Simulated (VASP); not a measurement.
Input:

```
CELL_PARAMETERS angstrom
      0.00000     3.02147     3.02147
      3.02147     0.00000     3.02147
      3.02147     3.02147     0.00000
ATOMIC_POSITIONS crystal
  Pb 0.00000 0.00000 0.00000
  Se 0.50000 0.50000 0.50000
```

Level of theory: LDA (Ceperley-Alder, Perdew-Zunger), VASP's LDA PAW potentials (set 64) (plane waves; VASP). Run with 400 eV cut-off, 17×17×17 Γ-centred mesh, Gaussian smearing of 0.010 eV, potentials Pb_d Se.

**Question.** The job: PbSe (rock salt), 2 atoms, LDA, optics run with many empty bands, 400 eV, 17×17×17 Γ-centred mesh. Roughly how much core time does it take on a busy server core?

**Answer.** About 2 core-minutes (one run on a shared machine, a rough figure). It had 165 irreducible k-points, 42 bands, up to 1018 plane waves and 13 electronic steps.

The compound is PbSe in the rock salt structure. It was relaxed first.
